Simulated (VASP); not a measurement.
```
CELL_PARAMETERS angstrom
      0.00000     2.66583     2.66583
      2.66583     0.00000     2.66583
      2.66583     2.66583     0.00000
ATOMIC_POSITIONS crystal
  Mg 0.00000 0.00000 0.00000
  Se 0.25000 0.25000 0.25000
```

Computed with PBEsol GGA, VASP's PBE PAW potentials (set 64) (plane waves; VASP). Numerical set-up: 500 eV cut-off, 9×9×9 Γ-centred mesh, Gaussian smearing of 0.050 eV, potentials Mg Se.

Energy and stress use the plane-wave basis of the starting cell.

Problem. The ions, cell shape and volume at an external pressure of 45.0 GPa are relaxed. Give the cell that the relaxation ends in.

Solution. 
```
CELL_PARAMETERS angstrom
      0.00000     2.59183     2.59183
      2.59183     0.00000     2.59183
      2.59183     2.59183     0.00000
ATOMIC_POSITIONS crystal
  Mg 0.00000 0.00000 0.00000
  Se 0.25000 0.25000 0.25000
```
Space group F-43m (216), at a tolerance of 0.03 Å.

Problem. How do energy and volume change from the first to the last step?

Solution. The energy (σ→0) changes by +354.1 meV/atom and the volume by -8.1 %, in 4 ionic steps.

```tsv
step	E(σ→0) (eV)	max force (eV/Å)	pressure (GPa)	volume (Å³)
1	-6.9799	0.000	29.97	37.89
2	-3.8339	0.000	94.33	28.96
3	-6.3175	0.000	43.92	34.99
4	-6.2717	0.000	44.85	34.82
```

The structure was generated: MgSe was put into the zinc blende type (F-43m), which need not be its known phase. This run relaxes it under an external pressure of 45 GPa. Symmetry was kept, so distortions that lower it aren't found.
